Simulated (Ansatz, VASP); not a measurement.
## Pd (linear Pd chain, spacing 3.025 A): VASP beside Ansatz

One calculation is typed for both programs; each brings its own data sets and cutoff. How far apart do they land?

Calculated with Ansatz 0.2.0; plane waves, with VASP 6.6.1 beside it; single point at PBE.

## Step 1: Set-up

The cell holds 1 atom: 1 Pd. Cell: a = 12.000 Å, b = 12.000 Å, c = 3.025 Å, α = 90.0°, β = 90.0°, γ = 90.0°. As first built, before any earlier steps moved the atoms (in the runner's words): model lattice. Vacuum lies along a and b. The structure's axis is c.

As a file:

```xyz
1
Lattice="12.0000 0.0000 0.0000 0.0000 12.0000 0.0000 0.0000 0.0000 3.0250" Properties=species:S:1:pos:R:3
Pd    6.0000    6.0000    0.0000
```

## Step 2: VASP: single point, PBE

With cell and atoms fixed, the geometry can't cause a difference; cores, projectors, grids and the points listed under the comparison can.

Lines of VASP's logs that name or quote its potential files are left out, and so is its time.

Contents of INCAR:

```
SYSTEM = Pd
PREC = Normal
ENCUT = 350
EDIFF = 1E-06
NELM = 150
ISMEAR = 0
SIGMA = 0.05
LREAL = .FALSE.
ALGO = Normal
GGA = PE
NBANDS = 11
ISPIN = 2
MAGMOM = 0.69
LASPH = .TRUE.
LMAXMIX = 4
LORBIT = 11
LWAVE = .FALSE.
LCHARG = .FALSE.
KPAR = 2
AMIX = 0.2
BMIX = 1E-04
AMIX_MAG = 0.8
BMIX_MAG = 1E-04
NUPDOWN = 0.69
```

Contents of POSCAR:

```
Pd
1.0
   12.0000000000      0.0000000000      0.0000000000
    0.0000000000     12.0000000000      0.0000000000
    0.0000000000      0.0000000000      3.0250000000
Pd
1
Direct
    0.5000000000      0.5000000000      0.0000000000
```

Contents of KPOINTS:

```
Automatic mesh
0
Gamma
1 1 20
0 0 0
```

Potentials, in the order of the species: Pd (PBE family, release 64).

Command:

```sh
mpirun -np 2 vasp_std
```

Numbers of over 12 decimals in the logs are rounded to 6 here.

Output:

```text
[banner, memory and clock lines left out]
running    2 mpi-ranks, on    1 nodes
 distrk:  each k-point on    1 cores,    2 groups
 distr:  one band on    1 cores,    1 groups

 POSCAR found type information on POSCAR Pd
 POSCAR found :  1 types and       1 ions
 LDA part: xc-table for (Slater+PW92), standard interpolation
 POSCAR, INCAR and KPOINTS ok, starting setup
 FFT: planning ... GRIDC
 FFT: planning ... GRID_SOFT
 FFT: planning ... GRID
 WAVECAR not read
 entering main loop
       N       E                     dE             d eps       ncg     rms          rms(c)
DAV:   1     0.634315768883E+02    0.63432E+02   -0.17582E+03   484   0.379E+02
DAV:   2     0.414062181020E+01   -0.59291E+02   -0.52740E+02   917   0.589E+01
DAV:   3    -0.231420920629E+01   -0.64548E+01   -0.61527E+01   565   0.388E+01
DAV:   4    -0.239386798542E+01   -0.79659E-01   -0.79288E-01   582   0.526E+00
DAV:   5    -0.239606759291E+01   -0.21996E-02   -0.21987E-02   589   0.874E-01    0.268E+00
DAV:   6    -0.227174309542E+01    0.12432E+00   -0.36484E-01   520   0.380E+00    0.165E+00
DAV:   7    -0.223940589018E+01    0.32337E-01   -0.12241E-01   502   0.193E+00    0.131E+00
DAV:   8    -0.222769540767E+01    0.11710E-01   -0.11556E-02   525   0.617E-01    0.584E-01
DAV:   9    -0.222548589036E+01    0.22095E-02   -0.66212E-03   490   0.409E-01    0.152E-01
DAV:  10    -0.222604922510E+01   -0.56333E-03   -0.15668E-03   520   0.196E-01    0.126E-01
DAV:  11    -0.222615138909E+01   -0.10216E-03   -0.92540E-05   490   0.596E-02    0.120E-01
DAV:  12    -0.222616798449E+01   -0.16595E-04   -0.20290E-04   490   0.105E-01    0.763E-02
DAV:  13    -0.222603085077E+01    0.13713E-03   -0.16154E-04   511   0.812E-02    0.249E-02
DAV:  14    -0.222626426652E+01   -0.23342E-03   -0.48970E-05   490   0.556E-02    0.585E-03
DAV:  15    -0.222626969774E+01   -0.54312E-05   -0.14967E-06   529   0.867E-03    0.347E-03
DAV:  16    -0.222626959021E+01    0.10753E-06   -0.87374E-07   499   0.627E-03
   1 F= -.22262696E+01 E0= -.22233376E+01  d E =-.586391E-02  mag=     0.6900
```

From OUTCAR (step 2):

```text
ion  position               nearest neighbor table
   1  0.500  0.500  0.000-

  LATTYP: Found a simple tetragonal cell.
 ALAT       =    12.0000000000
 C/A-ratio  =     0.2520833333

 Subroutine GETGRP returns: Found 16 space group operations
 (whereof 16 operations were pure point group operations)

The static configuration has the point symmetry D_4h.

 Found     11 irreducible k-points:

   k-points           NKPTS =     11   k-points in BZ     NKDIM =     11   number of bands    NBANDS=     11

   dimension x,y,z NGX =    56 NGY =   56 NGZ =   14
   dimension x,y,z NGXF=   112 NGYF=  112 NGZF=   28

   ENCUT  =  350.0 eV  25.72 Ry    5.07 a.u.  18.31 18.31  4.61*2*pi/ulx,y,z

   NELECT =      10.0000    total number of electrons

 k-points in reciprocal lattice and weights: Automatic mesh
   0.00000000  0.00000000  0.00000000       0.050
   0.00000000  0.00000000  0.05000000       0.100
   0.00000000  0.00000000  0.10000000       0.100
   0.00000000  0.00000000  0.15000000       0.100
   0.00000000  0.00000000  0.20000000       0.100
   0.00000000  0.00000000  0.25000000       0.100
   0.00000000  0.00000000  0.30000000       0.100
   0.00000000  0.00000000  0.35000000       0.100
   0.00000000  0.00000000  0.40000000       0.100
   0.00000000  0.00000000  0.45000000       0.100
   0.00000000  0.00000000  0.50000000       0.050

 average (electrostatic) potential at core
       1 -82.7572

 E-fermi :  -4.2592

 spin component 1
 k-point     1 :       0.0000    0.0000    0.0000
  band No.  band energies     occupation
    ...
      2      -4.9986      1.00000
      3      -4.9985      1.00000
      4      -4.6333      1.00000
      5      -4.5181      1.00000
      6      -4.5181      1.00000
      7      -1.0640      0.00000
      8      -1.0640      0.00000
      9       0.1818      0.00000
     10       0.8624      0.00000
     11       1.5266      0.00000

 k-point     2 :       0.0000    0.0000    0.0500
  band No.  band energies     occupation
    ...
      2      -4.9932      1.00000
      3      -4.9932      1.00000
      4      -4.6079      1.00000
      5      -4.5550      1.00000
      6      -4.5550      1.00000
      7      -1.0050      0.00000
      8      -1.0050      0.00000
      9       0.2220      0.00000
     10       0.9029      0.00000
     11       1.5705      0.00000

 k-point     3 :       0.0000    0.0000    0.1000
  band No.  band energies     occupation
    ...
      2      -4.9775      1.00000
      3      -4.9775      1.00000
      4      -4.6575      1.00000
      5      -4.6575      1.00000
      6      -4.5297      1.00000
      7      -0.8342      0.00000
      8      -0.8342      0.00000
      9       0.3428      0.00000
     10       1.0245      0.00000
     11       1.6900      0.00000

 k-point     4 :       0.0000    0.0000    0.1500
  band No.  band energies     occupation
    ...
      2      -4.9530      1.00000
      3      -4.9530      1.00000
      4      -4.8056      1.00000
      5      -4.8056      1.00000
      6      -4.3917      0.95000
      7      -0.5655      0.00000
      8      -0.5655      0.00000
      9       0.5444      0.00000
     10       1.2273      0.00000
     11       1.8894      0.00000

 k-point     5 :       0.0000    0.0000    0.2000
  band No.  band energies     occupation
      1      -5.7922      1.00000
      2      -4.9764      1.00000
      3      -4.9764      1.00000
      4      -4.9220      1.00000
      5      -4.9219      1.00000
      6      -4.1775      0.00001
      7      -0.2130      0.00000
      8      -0.2130      0.00000
      9       0.8270      0.00000
     10       1.5113      0.00000
    ...

 k-point     6 :       0.0000    0.0000    0.2500
  band No.  band energies     occupation
      1      -5.4759      1.00000
      2      -5.1497      1.00000
      3      -5.1497      1.00000
      4      -4.8874      1.00000
      5      -4.8874      1.00000
      6      -3.8582      0.00000
      7       0.2127      0.00000
      8       0.2127      0.00000
      9       1.1911      0.00000
     10       1.8767      0.00000
    ...

  Total       -0.1192227     -0.1192227     -2.8942601      0.0000000      0.0000000     -0.0000000
  in kB       -0.4385120     -0.4385120    -10.6453580      0.0000000      0.0000000     -0.0000000
  external PRESSURE =      -3.8407940 kB  Pullay stress =       0.0000000 kB

  energy-cutoff  :      350.00
  volume of cell :      435.60
      direct lattice vectors                 reciprocal lattice vectors
    12.000000000  0.000000000  0.000000000     0.083333333  0.000000000  0.000000000
     0.000000000 12.000000000  0.000000000     0.000000000  0.083333333  0.000000000
     0.000000000  0.000000000  3.025000000     0.000000000  0.000000000  0.330578512

 POSITION                                       TOTAL-FORCE (eV/Angst)
 -----------------------------------------------------------------------------------
      6.00000      6.00000      0.00000         0.000000      0.000000      0.000000
 -----------------------------------------------------------------------------------
    total drift:                                0.000000      0.000000      0.000000

  FREE ENERGIE OF THE ION-ELECTRON SYSTEM (eV)
  ---------------------------------------------------
  free  energy   TOTEN  =        -2.2262695902 eV

  energy  without entropy=       -2.2204056777  energy(sigma->0) =       -2.22333763

 total charge
# of ion       s       p       d       tot
------------------------------------------
    1        0.208   0.034   8.766   9.008

 magnetization (x)
# of ion       s       p       d       tot
------------------------------------------
    1        0.112  -0.001   0.402   0.513

[... 6 further parts left out ...]
```

## Step 3: Ansatz: single point, PBE

Ansatz runs on its default PAW (the set named soft_2) files.

The same cell, functional, mesh and smearing now go to Ansatz, which takes its cutoff from its data sets.

Contents of input.yaml:

```yaml
crystal:
  lattice:
    - [12.0, 0.0, 0.0]
    - [0.0, 12.0, 0.0]
    - [0.0, 0.0, 3.025]
  atoms:
    - { symbol: Pd, position: [0.5, 0.5, 0.0], spin: 0.69 }
hamiltonian:
  xc: pbe
  pseudopotentials: { kind: paw }
magnetization:
  spin_polarized: true
  initial_magnetization: 0.69
  spin_locking: { lock_magnetization: hard }
kpoints:
  mp_grid: { grid: [1, 1, 20] }
scf:
  occupations: { method: gaussian, width: 0.05 }
  n_extra_bands: 6
output:
  forces: true
  eigenvalues: true
```

Command:

```sh
ansatz run input.yaml --threads 2 --pin off --max-ram 4608MiB --backend cpu --events-out ev --progress --plain --runs-dir out
```

Output:

```text
scf.n_extra_bands = 6 over 10 filled bands (N_el = 18.0): the run solves 16 bands
Engine: ansatz 0.2.0, aarch64-unknown-linux-gnu
Pseudopotentials: kind: paw
Pseudopotential: Pd, paw, valence charge 18, recommended cutoff 420 eV (normal), Pd.paw.azcp
Functional definition: PBE
  parameter kappa = 0.804
  parameter beta = 0.066725
  exchange = pbe_x(kappa = kappa, mu = beta*pi^2/3)
  correlation = pbe_c(beta = beta)
Crystal: 1 atoms, lattice volume = 435.600 Å³
Basis set: ecut = 420 eV, 8475 PW (Γ), exchange–correlation on 162×162×48 points (8 copies of the dense FFT grid, shifted against one another)
Bands: 16, of which v1, the nominal top of the filled ones, is band 9 counted from 1 (8 counted from 0)
Symmetry: 16 space group operations
Space group: P4/mmm (ITA 123), of the structure as read, at distance tolerance 7.6e-5 Å
Magnetic group: BNS 123.339 (UNI 999), of the structure as read, at distance tolerance 7.6e-5 Å
k-points: 11 of 20
Non-local potential: Pd, projectors of the file, l = 0: 2, l = 1: 2, l = 2: 2, l = 3: 1
PAW form: soft (Blöchl's): semilocal exchange-correlation on the pseudo side does not see the compensation charge
PAW one-centre angular grid: Pd, 590 points (default); XC on 64 Gauss nodes
Initial density: superposition of atomic densities (neutral atoms: chi_scale 0, normalization atom)
Starting moments: Σ|m| = 0.69 μB on 1 of 1 site
Initial wavefunctions: pseudopotential atomic-orbital guess
Functional: x = pbe(κ = 0.804, μ = 0.219515), c = pbe(β = 0.066725)
SCF iter   1: F=—  HF=-6970.378013 eV  |F-HF|=—  |Δ(HF+E_count)|=         —  Δρ=1.38e-2 (↑1.27e-2 ↓1.38e-2)  dr2=3.62e0  dr2_m=6.22e-2  M=0.690 μB ∫|m|=0.698 μB  β_m=0.30  ethr=3.10e-3  ⟨swp⟩=6.1  Hψ=1932  notcnv=0
preconditioner: auto → LDOS  [metal: Δε(μ)=0.045 eV  Ē_g=5.353 eV  σ=0.050 eV  W_gap=0.47  n_scr=28 (ndim 8)  ℏωp=5.6 eV  f_vac=0.868  D(μ)=7.13/eV (n_scr^D=36)]
spin=Collinear: LDOS preconditioning applied to the charge; magnetization (m = ρ↑ − ρ↓) channel mixes plain (no charge-response kernel on spin).
SCF iter   2: F=—  HF=-6970.044261 eV  |F-HF|=—  |Δ(HF+E_count)|=   3.34e-1  Δρ=9.34e-3 (↑6.93e-3 ↓9.34e-3)  dr2=1.41e0  dr2_m=3.47e-2  M=0.690 μB ∫|m|=0.717 μB  β_m=0.50  ethr=3.10e-3  ⟨swp⟩=3.1  Hψ=741  notcnv=0  defer=51
preconditioner: auto → Resta (q_TF=auto, 1.604 Å⁻¹)  ε∞=2.4  [insulator: Δε(μ)=0.101 eV  Ē_g=4.811 eV  σ=0.050 eV  W_gap=0.66  n_scr=28 (ndim 8)  ℏωp=5.6 eV  f_vac=0.882  D(μ)=3.96/eV (n_scr^D=20)  ε∞_Penn≈2.4  vacuum switching on, ρ_ref=1.7e-3 e/Å³]
spin=Collinear: Resta preconditioning applied to the charge; magnetization (m = ρ↑ − ρ↓) channel mixes plain (no charge-response kernel on spin).
SCF iter   3: F=—  HF=-6969.820390 eV  |F-HF|=—  |Δ(HF+E_count)|=   2.24e-1  Δρ=2.68e-3 (↑2.68e-3 ↓2.46e-3)  dr2=6.74e-2  dr2_m=1.56e-2  M=0.690 μB ∫|m|=0.692 μB  β_m=0.67  ethr=3.10e-3  ⟨swp⟩=2.3  Hψ=485  notcnv=0  defer=51
SCF iter   4: F=—  HF=-6969.859304 eV  |F-HF|=—  |Δ(HF+E_count)|=   3.89e-2  Δρ=3.44e-3 (↑5.70e-4 ↓3.44e-3)  dr2=3.56e-2  dr2_m=1.43e-2  M=0.690 μB ∫|m|=0.691 μB  β_m=0.83  ethr=3.74e-4  ⟨swp⟩=3.4  Hψ=616  notcnv=0  defer=49
SCF iter   5: F=—  HF=-6969.863307 eV  |F-HF|=—  |Δ(HF+E_count)|=   4.00e-3  Δρ=1.09e-3 (↑5.94e-4 ↓1.09e-3)  dr2=2.16e-3  dr2_m=2.38e-3  M=0.690 μB ∫|m|=0.691 μB  β_m=0.91  ethr=1.98e-4  ⟨swp⟩=2.5  Hψ=474  notcnv=0  defer=49
SCF iter   6: F=—  HF=-6969.865485 eV  |F-HF|=—  |Δ(HF+E_count)|=   2.18e-3  Δρ=5.16e-4 (↑3.33e-4 ↓5.16e-4)  dr2=9.92e-5  dr2_m=6.75e-4  M=0.690 μB ∫|m|=0.692 μB  β_m=0.96  ethr=1.20e-5  ⟨swp⟩=2.4  Hψ=680  notcnv=0  defer=52
SCF iter   7: F=—  HF=-6969.866761 eV  |F-HF|=—  |Δ(HF+E_count)|=   1.28e-3  Δρ=3.71e-4 (↑1.04e-4 ↓3.71e-4)  dr2=9.91e-5  dr2_m=1.90e-4  M=0.690 μB ∫|m|=0.692 μB  β_m=0.98  ethr=5.51e-7  ⟨swp⟩=2.2  Hψ=637  notcnv=0  defer=52
SCF iter   8: F=—  HF=-6969.867041 eV  |F-HF|=—  |Δ(HF+E_count)|=   2.80e-4  Δρ=1.70e-4 (↑8.91e-5 ↓1.70e-4)  dr2=2.56e-5  dr2_m=5.06e-5  M=0.690 μB ∫|m|=0.693 μB  β_m=0.93  ethr=5.51e-7  ⟨swp⟩=2.3  Hψ=519  notcnv=0  defer=52
SCF iter   9: F=—  HF=-6969.867099 eV  |F-HF|=—  |Δ(HF+E_count)|=   5.84e-5  Δρ=4.81e-5 (↑2.61e-5 ↓4.81e-5)  dr2=3.08e-6  dr2_m=2.77e-6  M=0.690 μB ∫|m|=0.692 μB  β_m=0.97  ethr=1.42e-7  ⟨swp⟩=2.0  Hψ=498  notcnv=0  defer=52
SCF iter  10: F=—  HF=-6969.867101 eV  |F-HF|=—  |Δ(HF+E_count)|=   1.62e-6  Δρ=1.33e-5 (↑6.30e-6 ↓1.33e-5)  dr2=5.84e-7  dr2_m=1.34e-7  M=0.690 μB ∫|m|=0.692 μB  β_m=0.93  ethr=1.71e-8  ⟨swp⟩=2.0  Hψ=516  notcnv=0  defer=52
SCF iter  11: F=—  HF=-6969.867102 eV  |F-HF|=—  |Δ(HF+E_count)|=   4.38e-7  Δρ=6.37e-6 (↑2.10e-6 ↓6.37e-6)  dr2=8.54e-8  dr2_m=2.94e-8  M=0.690 μB ∫|m|=0.692 μB  β_m=0.93  ethr=5.56e-10  ⟨swp⟩=9.8  Hψ=2017  notcnv=0
SCF iter  12: F=—  HF=-6969.867102 eV  |F-HF|=—  |Δ(HF+E_count)|=   1.07e-7  Δρ=3.35e-6 (↑4.44e-7 ↓3.35e-6)  dr2=1.33e-8  dr2_m=9.90e-9  M=0.690 μB ∫|m|=0.692 μB  β_m=0.97  ethr=4.74e-10  ⟨swp⟩=6.3  Hψ=1499  notcnv=0
SCF iter  13: F=-6969.867102 eV  HF=-6969.867102 eV  |F-HF|=8.28e-11  |Δ(HF+E_count)|=   1.10e-8  Δρ=2.89e-7 (↑3.72e-8 ↓2.89e-7)  dr2=8.08e-11  dr2_m=7.60e-11  M=0.690 μB ∫|m|=0.692 μB  ethr=7.39e-11  ⟨swp⟩=4.8  Hψ=1216  notcnv=0
SCF 1 converged in 13 iterations: F = -6969.867102 eV  dr2 = 8.08e-11
  greatest PAW one-centre occupation: 1.000 electrons in one spin orbital (limit 2), on the Pd atom at site 0 (counted from 0), in its partial waves of l = 0
SCF converged after 13 iterations
Stability checked in part: among states of this total moment the steps that led to this state did not find it unstable. No probe was made; neither looks for a lower state of another moment (fixed_total_moment; see scf.lower_state_search)
Magnetization: 0.6900 μB (9.3450 up, 8.6550 down)
Absolute magnetization: 0.6924 μB (∫|ρ↑−ρ↓|, with the PAW one-centre terms)
Spin contamination: 0.0033 ħ² per cell (⟨S²⟩ above its minimum at these occupations)
Per-site moments (μB) at R_I (Å): [(0.481266, 1.2478125)]
Free energy (F): -6969.867102 eV
Harris-Foulkes:  -6969.867102 eV  (|F-HF|=8.28e-11)
Internal energy: -6969.862137 eV  (E = F + TS)
E sigma→0 (E₀):  -6969.864619 eV
Entropy (-TS):   -0.004964 eV (-4.964 meV/atom)
Fermi energy:    -3.945711 (↑ -3.977791, ↓ -3.913630) eV
--- Per-component energies (eV) ---
  E_band       = -530.570716
  E_kinetic    = 515.870113
  E_local      = -6700.860331  (includes V_loc(G=0)·N_el)
  E_nonlocal   = 221.745960
  E_hartree    = 2986.543145
  E_xc         = -164.826372
  E_vxc        = -206.069003  (∫ρ·V_xc dr)
  E_paw        = -3753.580861  (= ΣΔE_a)
  E_vpaw       = -334.343581  (= ΣTr[D̂ρ^β])
  E_aug_tail   = 0.000210  (compensation charges beyond the density's cutoff)
  E_ewald      = -74.754001
  E_smearing   = -0.004964  (= −TS)
  E_closure    = -0.000000  (closes the sum)
  Σ components = -6969.867102   (vs F -6969.867102, Δ=0.00e0)
--- Forces (eV/Å), atoms counted from 1 ---
  atom   1  Pd     0.00000000     0.00000000     0.00000000
  max |Σ_I F_I| component: 0.00e0 eV/Å
--- Band table (eV; the first three rows and the last of 22) ---
  k-point 0 ↑: bands = [... 5 lower, -4.6691, -4.6690, -4.2816, -4.1535, -4.1535, -0.7122, -0.7122, 0.5127, ... 3 higher]
  k-point 1 ↑: bands = [... 5 lower, -4.6637, -4.6637, -4.2558, -4.1904, -4.1904, -0.6534, -0.6534, 0.5529, ... 3 higher]
  k-point 2 ↑: bands = [... 5 lower, -4.6482, -4.6481, -4.2927, -4.2927, -4.1764, -0.4829, -0.4829, 0.6738, ... 3 higher]
  k-point 10 ↓: bands = [... 5 lower, -5.0238, -4.1317, -4.1317, -3.7493, -0.0257, 0.9659, 3.4671, 3.4671, ... 3 higher]
```

It took 8.1 s on 2 threads of Arm Neoverse V1, shared host; peak memory 0.6 GiB.

## Step 4: Differences

Known differences besides the potentials themselves: the data sets hold 18 valence electrons in Ansatz (default PAW (the set named soft_2) files) and 10 in VASP; the cutoff is 420 eV in Ansatz and 350 eV in VASP (PREC = Normal); site moments are counted in spheres of each program's own size. Total energies have different zeros and are not compared.

Compared:

```csv
quantity,Ansatz,VASP,difference
"total moment, fixed by the input (μB)",0.69,0.69,0.00
moment on Pd1 (μB),0.48,0.51,-0.03
```

## Step 5: Outcome

| Item | Value |
| --- | --- |
| difference in moment on Pd1 (single point, PBE) | -0.032 μB |

What this shows: The difference in moment on Pd1 is -0.032 μB (single point, PBE). How closely two codes agree says nothing of how well the functional describes the real material.

[Lines on the potential files, build, host, timing and source positions are cut from VASP's logs without a mark.]

[Logs are printed without paths, hosts, clocks, repeated set-up lines and the standing remarks that a program may print on its own settings, such as how far it seeks lower states.]

[Hosts, paths, dates, database ids (printed as entryN), source tags and the programs' standing remarks are cut or masked in the printed files.]
